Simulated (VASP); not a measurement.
Computed with PBE GGA, VASP's PBE PAW potentials (set 64) (plane waves; VASP 6.6.1).

A VASP calculation is set up with these files.

**KPOINTS**
```
Automatic mesh
0
Gamma
8 8 8
0 0 0
```

INCAR:
```
! general
SYSTEM  = LaAl
PREC    = Accurate
ENCUT   = 400
LREAL   = .False.
LASPH   = .True.

! electronic loop
EDIFF   = 1E-6
NELM    = 100
ALGO    = Normal
LMAXMIX = 6

! smearing
ISMEAR  = 1
SIGMA   = 0.1

! functional
GGA     = PE

! ions
IBRION  = 2
NSW     = 60
ISIF    = 3
EDIFFG  = -0.01

! output
LWAVE   = .False.
LCHARG  = .False.
```

File POSCAR:
```
LaAl
1.0
  0.0000000000   3.5082733954   3.5082733954
  3.5082733954   0.0000000000   3.5082733954
  3.5082733954   3.5082733954   0.0000000000
La Al
1 1
direct
  0.0000000000   0.0000000000   0.0000000000
  0.2500000000   0.2500000000   0.2500000000
```

POTCAR, in this order: La Al (PBE.64 set). Program: vasp_std.

What VASP printed:

OUTCAR:
```
 ion  position               nearest neighbor table
   1  0.000  0.000  0.000-   2 3.04   2 3.04   2 3.04   2 3.04
   2  0.250  0.250  0.250-   1 3.04   1 3.04   1 3.04   1 3.04
  LATTYP: Found a face centered cubic cell.
 ALAT       =     7.0165467908
 Subroutine PRICEL returns:
 Original cell was already a primitive cell.
 Subroutine GETGRP returns: Found 24 space group operations
The static configuration has the point symmetry T_d .
The dynamic configuration has the point symmetry T_d .
 Subroutine INISYM returns: Found 24 space group operations
 Subroutine IBZKPT returns following result:
 Found     29 irreducible k-points:

 Following reciprocal coordinates:
            Coordinates               Weight
  0.000000  0.000000  0.000000      1.000000
  0.125000  0.000000  0.000000      8.000000
  0.250000  0.000000  0.000000      8.000000
  0.375000  0.000000  0.000000      8.000000
  0.500000  0.000000  0.000000      4.000000
  0.125000  0.125000  0.000000      6.000000
  0.250000  0.125000  0.000000     24.000000
  0.375000  0.125000  0.000000     24.000000
  0.500000  0.125000  0.000000     24.000000
...
```

### OSZICAR
```
       N       E                     dE             d eps       ncg     rms          rms(c)
DAV:   1     0.127154081429E+03    0.12715E+03   -0.39550E+03   638   0.108E+03
DAV:   2     0.417978999394E+01   -0.12297E+03   -0.12162E+03   982   0.205E+02
DAV:   3    -0.583425257509E+01   -0.10014E+02   -0.98816E+01   740   0.882E+01
DAV:   4    -0.706473946197E+01   -0.12305E+01   -0.12007E+01  1230   0.324E+01
DAV:   5    -0.711495075174E+01   -0.50211E-01   -0.49922E-01  1012   0.567E+00    0.236E+00
DAV:   6    -0.705315885487E+01    0.61792E-01   -0.15844E-01  1244   0.374E+00    0.149E+00
DAV:   7    -0.704528083748E+01    0.78780E-02   -0.13061E-01  1036   0.266E+00    0.417E-01
DAV:   8    -0.704910597486E+01   -0.38251E-02   -0.14856E-02  1252   0.968E-01    0.205E-01
DAV:   9    -0.704951015289E+01   -0.40418E-03   -0.15355E-03  1260   0.396E-01    0.669E-02
DAV:  10    -0.704951309208E+01   -0.29392E-05   -0.12612E-04  1249   0.126E-01    0.381E-02
DAV:  11    -0.704951935377E+01   -0.62617E-05   -0.28240E-05  1252   0.729E-02    0.598E-03
DAV:  12    -0.704951962853E+01   -0.27477E-06   -0.72849E-07   622   0.721E-03
   1 F= -.70495196E+01 E0= -.70500913E+01  d E =-.704952E+01
```

File OUTCAR:
```
------------------------ aborting loop because EDIFF is reached ----------------------------------------
  FORCE on cell =-STRESS in cart. coord.  units (eV):
  Direction    XX          YY          ZZ          XY          YZ          ZX
  --------------------------------------------------------------------------------------
  Total        0.0088237      0.0088237      0.0088237     -0.0000000      0.0000000     -0.0000000
  in kB        0.1637004      0.1637004      0.1637004     -0.0000000      0.0000000     -0.0000000
  external PRESSURE =       0.1637004 kB  Pullay stress =       0.0000000 kB
  volume of cell :       86.36
      direct lattice vectors                 reciprocal lattice vectors
     0.000000000  3.508273395  3.508273395    -0.142520250  0.142520250  0.142520250
     3.508273395  0.000000000  3.508273395     0.142520250 -0.142520250  0.142520250
     3.508273395  3.508273395  0.000000000     0.142520250  0.142520250 -0.142520250
 POSITION                                       TOTAL-FORCE (eV/Angst)
 -----------------------------------------------------------------------------------
      0.00000      0.00000      0.00000        -0.000000     -0.000000     -0.000000
      1.75414      1.75414      1.75414         0.000000      0.000000      0.000000
 -----------------------------------------------------------------------------------
    total drift:                                0.000000      0.000000      0.000000
  FREE ENERGIE OF THE ION-ELECTRON SYSTEM (eV)
  ---------------------------------------------------
  free  energy   TOTEN  =        -7.0495196285 eV

  energy  without entropy=       -7.0512345968  energy(sigma->0) =       -7.05009128

 reached required accuracy - stopping structural energy minimisation
```
(Selected blocks of OUTCAR.)

The structure was generated: LaAl was put into the zinc blende type (F-43m), which need not be its known phase. It was relaxed first, which changed the volume by -21 %. The start is the result of an earlier pass.
